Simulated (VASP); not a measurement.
# FeSb: accuracy against cost in the SCF threshold and smearing, part 3 of 4

Aim: find what the SCF threshold and smearing change for FeSb, and what they cost. The series runs use LDA. The start is a cell from a database of measured crystal structures.

VASP 6.6.1; LDA, spin-polarised from a ferromagnetic start; plane waves and PAW (Fe, Sb).

Still holding for the runs below: The magnetic state follows from one typed start and may not be the lowest. The k-mesh is coarse for a metal.

So far. Step 12 (Smearing: ISMEAR = 0, SIGMA = 0.2): Against the run before the energy at zero width moves by -0.18 meV an atom and the pressure by +0.36 GPa, after 14 cycles in 17 s. The entropy term T·S comes to 22.54 meV an atom in size.

The database entry behind the starting cell differs from later determinations by our own check (0.1 to 0.3 % short, probably kX units), so it need not match the best structure at ambient conditions.

### Step 13. Smearing: ISMEAR = 0, SIGMA = 0.5

Contents of INCAR:

```
SYSTEM = FeSb
PREC = Accurate
ENCUT = 400
EDIFF = 1E-06
NELM = 100
ISMEAR = 0
SIGMA = 0.5
LREAL = .FALSE.
ALGO = Normal
GGA = CA
NBANDS = 25
ISPIN = 2
MAGMOM = 3 3 0 0
LASPH = .TRUE.
LMAXMIX = 4
LORBIT = 11
LWAVE = .FALSE.
LCHARG = .FALSE.
KPAR = 4
ISIF = 2
```

Contents of POSCAR:

```
FeSb
1.0
    4.0600000000      0.0000000000      0.0000000000
   -2.0300000000      3.5160631394      0.0000000000
    0.0000000000      0.0000000000      5.1300000000
Fe Sb
2 2
Direct
    0.0000000000      0.0000000000      0.0000000000
    0.0000000000      0.0000000000      0.5000000000
    0.3333333333      0.6666666667      0.2500000000
    0.6666666667      0.3333333333      0.7500000000
```

Contents of KPOINTS:

```
Automatic mesh
0
Gamma
6 6 5
0 0 0
```

The projector-augmented-wave data sets are Fe and Sb (PBE family, release 64).

On the command line:

```
$ mpirun -np 4 vasp_std
```

The log of the run:

```text
[... set-up lines as in an earlier step ...]
 entering main loop
       N       E                     dE             d eps       ncg     rms          rms(c)
DAV:   1     0.134751935022E+03    0.13475E+03   -0.86988E+03  2100   0.832E+02
DAV:   2    -0.230950527803E+02   -0.15785E+03   -0.14716E+03  2155   0.212E+02
DAV:   3    -0.302631043889E+02   -0.71681E+01   -0.69332E+01  2726   0.562E+01
DAV:   4    -0.304245111858E+02   -0.16141E+00   -0.16109E+00  2409   0.821E+00
[...]
DAV:  13    -0.284300994945E+02   -0.70622E-05   -0.44942E-05  2789   0.688E-02    0.459E-02
DAV:  14    -0.284301054127E+02   -0.59183E-05   -0.17200E-05  2879   0.465E-02    0.192E-02
DAV:  15    -0.284301051656E+02    0.24717E-06   -0.13705E-06  1213   0.109E-02
   1 F= -.28430105E+02 E0= -.28142412E+02  d E =-.575385E+00  mag=     2.6372
```

Wall time 18 s (4 MPI ranks of AMD EPYC 7R43, shared host); peak memory 0.64 GiB; 68 s of CPU time.

From OUTCAR (step 13):

```text
  Total       -5.4114194     -5.4114194     -5.4967334      0.0000000      0.0000000      0.0000000
  in kB     -118.3918248   -118.3918248   -120.2583365      0.0000000      0.0000000      0.0000000
  external PRESSURE =    -119.0139954 kB  Pullay stress =       0.0000000 kB

 POSITION                                       TOTAL-FORCE (eV/Angst)
 -----------------------------------------------------------------------------------
      0.00000      0.00000      0.00000        -0.000000      0.000000     -0.000000
      0.00000      0.00000      2.56500        -0.000000      0.000000     -0.000000
     -0.00000      2.34404      1.28250        -0.000000      0.000000     -0.000000
      2.03000      1.17202      3.84750         0.000000     -0.000000      0.000000
 -----------------------------------------------------------------------------------
    total drift:                               -0.000000      0.000000      0.000000

  FREE ENERGIE OF THE ION-ELECTRON SYSTEM (eV)
  ---------------------------------------------------
  free  energy   TOTEN  =       -28.4301051656 eV

  energy  without entropy=      -27.8547198103  energy(sigma->0) =      -28.14241249

 magnetization (x)
# of ion       s       p       d       tot
------------------------------------------
    1        0.009   0.006   1.370   1.385
    2        0.009   0.006   1.370   1.385
    3       -0.000  -0.054  -0.001  -0.055
    4       -0.000  -0.054  -0.001  -0.055
--------------------------------------------------
tot          0.017  -0.096   2.739   2.660

[... 2 parts as in an earlier step ...]

[... 1 further part left out ...]
[key lines of the parts left out:]
E-fermi :   7.6762
```

Against the run before the energy at zero width moves by +1.20 meV an atom and the pressure by +1.09 GPa, after 15 cycles in 18 s. The entropy term T·S comes to 143.85 meV an atom in size.

### Step 14. Smearing: ISMEAR = 2, SIGMA = 0.01

INCAR: that of step 13 with these lines changed.

```diff
@@ -5,4 +5,4 @@
 NELM = 100
-ISMEAR = 0
-SIGMA = 0.5
+ISMEAR = 2
+SIGMA = 0.01
 LREAL = .FALSE.
```

POSCAR is that of step 13.

KPOINTS is that of step 13.

On the command line:

```
$ mpirun -np 4 vasp_std
```

The log of the run:

```text
[... set-up lines as in an earlier step ...]
 entering main loop
       N       E                     dE             d eps       ncg     rms          rms(c)
DAV:   1     0.134977448772E+03    0.13498E+03   -0.86988E+03  2100   0.832E+02
DAV:   2    -0.228077958216E+02   -0.15779E+03   -0.14716E+03  2155   0.212E+02
DAV:   3    -0.299667086181E+02   -0.71589E+01   -0.69342E+01  2726   0.561E+01
DAV:   4    -0.301278599676E+02   -0.16115E+00   -0.16088E+00  2409   0.821E+00
[...]
DAV:  12    -0.281462399742E+02    0.18000E-03   -0.23399E-04  2856   0.193E-01    0.712E-02
DAV:  13    -0.281461992413E+02    0.40733E-04   -0.34614E-05  3041   0.365E-02    0.230E-02
DAV:  14    -0.281461999506E+02   -0.70923E-06   -0.69167E-06  1484   0.149E-02
   1 F= -.28146200E+02 E0= -.28146209E+02  d E =0.346281E-04  mag=     2.3666
```

Wall time 16 s (4 MPI ranks); peak memory 0.62 GiB; 63 s of CPU time.

OUTCAR, selected parts (step 14):

```text
  Total       -6.0115900     -6.0115900     -6.6112278      0.0000000      0.0000000      0.0000000
  in kB     -131.5224436   -131.5224436   -144.6414084      0.0000000      0.0000000      0.0000000
  external PRESSURE =    -135.8954319 kB  Pullay stress =       0.0000000 kB

 POSITION                                       TOTAL-FORCE (eV/Angst)
 -----------------------------------------------------------------------------------
      0.00000      0.00000      0.00000        -0.000000      0.000000      0.000000
      0.00000      0.00000      2.56500         0.000000      0.000000      0.000000
     -0.00000      2.34404      1.28250        -0.000000     -0.000000     -0.000000
      2.03000      1.17202      3.84750         0.000000      0.000000     -0.000000
 -----------------------------------------------------------------------------------
    total drift:                               -0.000000      0.000000      0.000000

  FREE ENERGIE OF THE ION-ELECTRON SYSTEM (eV)
  ---------------------------------------------------
  free  energy   TOTEN  =       -28.1461999506 eV

  energy  without entropy=      -28.1462345787  energy(sigma->0) =      -28.14620861

[... 3 parts as in an earlier step ...]

[... 1 further part left out ...]
[key lines of the parts left out:]
E-fermi :   7.6196
```

Against the first of the series the energy at zero width stays within 0.01 meV an atom; the pressure moves by -0.01 GPa, after 14 cycles in 16 s. The entropy term T·S comes to 0.01 meV an atom in size.

### Step 15. Smearing: ISMEAR = 2, SIGMA = 0.05

INCAR: that of step 14 with these lines changed.

```diff
@@ -6,3 +6,3 @@
 ISMEAR = 2
-SIGMA = 0.01
+SIGMA = 0.05
 LREAL = .FALSE.
```

POSCAR is that of step 14.

KPOINTS is that of step 14.

On the command line:

```
$ mpirun -np 4 vasp_std
```

The log of the run:

```text
[... set-up lines as in an earlier step ...]
 entering main loop
       N       E                     dE             d eps       ncg     rms          rms(c)
DAV:   1     0.134977667380E+03    0.13498E+03   -0.86988E+03  2100   0.832E+02
DAV:   2    -0.228073360152E+02   -0.15779E+03   -0.14717E+03  2155   0.212E+02
DAV:   3    -0.299674254317E+02   -0.71601E+01   -0.69345E+01  2726   0.561E+01
DAV:   4    -0.301287216180E+02   -0.16130E+00   -0.16103E+00  2409   0.821E+00
[...]
DAV:  13    -0.281458724711E+02    0.48352E-04   -0.30104E-05  2954   0.355E-02    0.241E-02
DAV:  14    -0.281458734939E+02   -0.10228E-05   -0.52475E-06  1552   0.148E-02    0.851E-03
DAV:  15    -0.281458734011E+02    0.92825E-07   -0.51844E-07  1091   0.632E-03
   1 F= -.28145873E+02 E0= -.28145998E+02  d E =0.496515E-03  mag=     2.3601
```

Wall time 17 s (4 MPI ranks); peak memory 0.61 GiB; 67 s of CPU time.

Parts of OUTCAR (step 15):

```text
  Total       -6.0021910     -6.0021910     -6.5968455      0.0000000      0.0000000      0.0000000
  in kB     -131.3168109   -131.3168109   -144.3267488      0.0000000      0.0000000      0.0000000
  external PRESSURE =    -135.6534569 kB  Pullay stress =       0.0000000 kB

 POSITION                                       TOTAL-FORCE (eV/Angst)
 -----------------------------------------------------------------------------------
      0.00000      0.00000      0.00000        -0.000000      0.000000      0.000000
      0.00000      0.00000      2.56500        -0.000000      0.000000      0.000000
     -0.00000      2.34404      1.28250         0.000000     -0.000000     -0.000000
      2.03000      1.17202      3.84750        -0.000000      0.000000      0.000000
 -----------------------------------------------------------------------------------
    total drift:                               -0.000000      0.000000      0.000000

  FREE ENERGIE OF THE ION-ELECTRON SYSTEM (eV)
  ---------------------------------------------------
  free  energy   TOTEN  =       -28.1458734011 eV

  energy  without entropy=      -28.1463699161  energy(sigma->0) =      -28.14599753

 magnetization (x)
# of ion       s       p       d       tot
------------------------------------------
    1        0.007   0.002   1.258   1.267
    2        0.007   0.002   1.258   1.267
    3       -0.002  -0.056  -0.002  -0.060
    4       -0.002  -0.056  -0.002  -0.060
--------------------------------------------------
tot          0.009  -0.108   2.513   2.414

[... 2 parts as in an earlier step ...]

[... 1 further part left out ...]
[key lines of the parts left out:]
E-fermi :   7.6293
```

Against the run before the energy at zero width moves by +0.05 meV an atom and the pressure by +0.02 GPa, after 15 cycles in 17 s. The entropy term T·S comes to 0.12 meV an atom in size.

### Step 16. Smearing: ISMEAR = 2, SIGMA = 0.1

INCAR: that of step 15 with these lines changed.

```diff
@@ -6,3 +6,3 @@
 ISMEAR = 2
-SIGMA = 0.05
+SIGMA = 0.1
 LREAL = .FALSE.
```

POSCAR is that of step 15.

KPOINTS is that of step 15.

On the command line:

```
$ mpirun -np 4 vasp_std
```

The log of the run:

```text
[... set-up lines as in an earlier step ...]
 entering main loop
       N       E                     dE             d eps       ncg     rms          rms(c)
DAV:   1     0.134977852928E+03    0.13498E+03   -0.86988E+03  2100   0.832E+02
DAV:   2    -0.228063800705E+02   -0.15778E+03   -0.14716E+03  2155   0.212E+02
DAV:   3    -0.299677329231E+02   -0.71614E+01   -0.69354E+01  2726   0.562E+01
DAV:   4    -0.301289423299E+02   -0.16121E+00   -0.16094E+00  2409   0.821E+00
[...]
DAV:  13    -0.281461691713E+02    0.22164E-04   -0.19423E-05  2936   0.298E-02    0.329E-02
DAV:  14    -0.281461667322E+02    0.24391E-05   -0.87322E-06  1742   0.187E-02    0.101E-02
DAV:  15    -0.281461669707E+02   -0.23846E-06   -0.67847E-07  1103   0.726E-03
   1 F= -.28146167E+02 E0= -.28145653E+02  d E =-.205531E-02  mag=     2.3886
```

Wall time 19 s (4 MPI ranks); peak memory 0.61 GiB; 73 s of CPU time.

From OUTCAR (step 16):

```text
  Total       -5.9560309     -5.9560309     -6.5990337      0.0000000     -0.0000000      0.0000000
  in kB     -130.3069136   -130.3069136   -144.3746234      0.0000000     -0.0000000      0.0000000
  external PRESSURE =    -134.9961502 kB  Pullay stress =       0.0000000 kB

 POSITION                                       TOTAL-FORCE (eV/Angst)
 -----------------------------------------------------------------------------------
      0.00000      0.00000      0.00000        -0.000000      0.000000      0.000000
      0.00000      0.00000      2.56500        -0.000000      0.000000      0.000000
     -0.00000      2.34404      1.28250         0.000000     -0.000000     -0.000000
      2.03000      1.17202      3.84750        -0.000000      0.000000     -0.000000
 -----------------------------------------------------------------------------------
    total drift:                               -0.000000      0.000000      0.000000

  FREE ENERGIE OF THE ION-ELECTRON SYSTEM (eV)
  ---------------------------------------------------
  free  energy   TOTEN  =       -28.1461669707 eV

  energy  without entropy=      -28.1441116563  energy(sigma->0) =      -28.14565314

 magnetization (x)
# of ion       s       p       d       tot
------------------------------------------
    1        0.007   0.003   1.270   1.280
    2        0.007   0.003   1.270   1.280
    3       -0.002  -0.056  -0.002  -0.060
    4       -0.002  -0.056  -0.002  -0.060
--------------------------------------------------
tot          0.010  -0.107   2.537   2.440

[... 2 parts as in an earlier step ...]

[... 1 further part left out ...]
[key lines of the parts left out:]
E-fermi :   7.6297
```

Against the run before the energy at zero width moves by +0.09 meV an atom and the pressure by +0.07 GPa, after 15 cycles in 19 s. The entropy term T·S comes to 0.51 meV an atom in size.

### Step 17. Smearing: ISMEAR = 2, SIGMA = 0.2

INCAR: that of step 16 with these lines changed.

```diff
@@ -6,3 +6,3 @@
 ISMEAR = 2
-SIGMA = 0.1
+SIGMA = 0.2
 LREAL = .FALSE.
```

POSCAR is that of step 16.

KPOINTS is that of step 16.

On the command line:

```
$ mpirun -np 4 vasp_std
```

The log of the run:

```text
[... set-up lines as in an earlier step ...]
 entering main loop
       N       E                     dE             d eps       ncg     rms          rms(c)
DAV:   1     0.134975988844E+03    0.13498E+03   -0.86988E+03  2100   0.832E+02
DAV:   2    -0.228036602865E+02   -0.15778E+03   -0.14717E+03  2155   0.212E+02
DAV:   3    -0.299654097516E+02   -0.71617E+01   -0.69340E+01  2726   0.561E+01
DAV:   4    -0.301269079221E+02   -0.16150E+00   -0.16121E+00  2409   0.822E+00
[...]
DAV:  13    -0.281474267381E+02    0.11471E-04   -0.15371E-05  3075   0.272E-02    0.193E-02
DAV:  14    -0.281474251211E+02    0.16170E-05   -0.44089E-06  1605   0.138E-02    0.838E-03
DAV:  15    -0.281474252547E+02   -0.13353E-06   -0.60832E-07  1086   0.737E-03
   1 F= -.28147425E+02 E0= -.28147104E+02  d E =-.128308E-02  mag=     2.4356
```

Wall time 18 s (4 MPI ranks); peak memory 0.64 GiB.

Parts of OUTCAR (step 17):

```text
  Total       -5.9151250     -5.9151250     -6.5996998      0.0000000      0.0000000      0.0000000
  in kB     -129.4119699   -129.4119699   -144.3891954      0.0000000      0.0000000      0.0000000
  external PRESSURE =    -134.4043784 kB  Pullay stress =       0.0000000 kB

 POSITION                                       TOTAL-FORCE (eV/Angst)
 -----------------------------------------------------------------------------------
      0.00000      0.00000      0.00000         0.000000      0.000000     -0.000000
      0.00000      0.00000      2.56500         0.000000      0.000000     -0.000000
     -0.00000      2.34404      1.28250         0.000000      0.000000      0.000000
      2.03000      1.17202      3.84750        -0.000000     -0.000000      0.000000
 -----------------------------------------------------------------------------------
    total drift:                               -0.000000      0.000000      0.000000

  FREE ENERGIE OF THE ION-ELECTRON SYSTEM (eV)
  ---------------------------------------------------
  free  energy   TOTEN  =       -28.1474252547 eV

  energy  without entropy=      -28.1461421733  energy(sigma->0) =      -28.14710448

 magnetization (x)
# of ion       s       p       d       tot
------------------------------------------
    1        0.008   0.003   1.293   1.304
    2        0.008   0.003   1.293   1.304
    3       -0.002  -0.057  -0.002  -0.061
    4       -0.002  -0.057  -0.002  -0.061
--------------------------------------------------
tot          0.010  -0.107   2.583   2.487

[... 2 parts as in an earlier step ...]

[... 1 further part left out ...]
[key lines of the parts left out:]
E-fermi :   7.6357
```

Against the run before the energy at zero width moves by -0.36 meV an atom and the pressure by +0.06 GPa, after 15 cycles in 18 s. The entropy term T·S comes to 0.32 meV an atom in size.

### Step 18. Smearing: ISMEAR = 2, SIGMA = 0.5

INCAR: that of step 17 with these lines changed.

```diff
@@ -6,3 +6,3 @@
 ISMEAR = 2
-SIGMA = 0.2
+SIGMA = 0.5
 LREAL = .FALSE.
```

POSCAR is that of step 17.

KPOINTS is that of step 17.

On the command line:

```
$ mpirun -np 4 vasp_std
```

The log of the run:

```text
[... set-up lines as in an earlier step ...]
 entering main loop
       N       E                     dE             d eps       ncg     rms          rms(c)
DAV:   1     0.134973567031E+03    0.13497E+03   -0.86988E+03  2100   0.832E+02
DAV:   2    -0.228113185358E+02   -0.15778E+03   -0.14720E+03  2155   0.212E+02
DAV:   3    -0.299687475203E+02   -0.71574E+01   -0.69297E+01  2726   0.561E+01
DAV:   4    -0.301300954886E+02   -0.16135E+00   -0.16105E+00  2409   0.822E+00
[...]
DAV:  13    -0.281443268292E+02    0.11146E-04   -0.22798E-05  3247   0.436E-02    0.182E-02
DAV:  14    -0.281443247212E+02    0.21079E-05   -0.56488E-06  2544   0.203E-02    0.880E-03
DAV:  15    -0.281443247988E+02   -0.77549E-07   -0.67160E-07  1164   0.738E-03
   1 F= -.28144325E+02 E0= -.28148775E+02  d E =0.177994E-01  mag=     2.6132
```

Wall time 18 s (4 MPI ranks); peak memory 0.61 GiB; 70 s of CPU time.

OUTCAR, selected parts (step 18):

```text
  Total       -5.6854298     -5.6854298     -6.5510164      0.0000000      0.0000000      0.0000000
  in kB     -124.3866631   -124.3866631   -143.3240931      0.0000000      0.0000000      0.0000000
  external PRESSURE =    -130.6991398 kB  Pullay stress =       0.0000000 kB

 POSITION                                       TOTAL-FORCE (eV/Angst)
 -----------------------------------------------------------------------------------
      0.00000      0.00000      0.00000        -0.000000      0.000000     -0.000000
      0.00000      0.00000      2.56500        -0.000000      0.000000     -0.000000
     -0.00000      2.34404      1.28250         0.000000      0.000000      0.000000
      2.03000      1.17202      3.84750        -0.000000      0.000000     -0.000000
 -----------------------------------------------------------------------------------
    total drift:                               -0.000000      0.000000      0.000000

  FREE ENERGIE OF THE ION-ELECTRON SYSTEM (eV)
  ---------------------------------------------------
  free  energy   TOTEN  =       -28.1443247988 eV

  energy  without entropy=      -28.1621242338  energy(sigma->0) =      -28.14877466

 magnetization (x)
# of ion       s       p       d       tot
------------------------------------------
    1        0.009   0.005   1.375   1.388
    2        0.009   0.005   1.375   1.388
    3       -0.001  -0.057  -0.002  -0.060
    4       -0.001  -0.057  -0.002  -0.060
--------------------------------------------------
tot          0.014  -0.105   2.747   2.657

[... 2 parts as in an earlier step ...]

[... 1 further part left out ...]
[key lines of the parts left out:]
E-fermi :   7.6409
```

Against the run before the energy at zero width moves by -0.42 meV an atom and the pressure by +0.37 GPa, after 15 cycles in 18 s. The entropy term T·S comes to 4.45 meV an atom in size.

[end of part 3 of 4]

[Lines on the potential files, build, host, timing and source positions are cut from VASP's logs without a mark.]

[Logs are printed without paths, hosts, clocks, repeated set-up lines and the standing remarks that a program may print on its own settings, such as how far it seeks lower states.]

[Hosts, paths, dates, database ids (printed as entryN), source tags and the programs' standing remarks are cut or masked in the printed files.]

[A measured line is paired with the nearest computed mode of its activity, which favours agreement.]
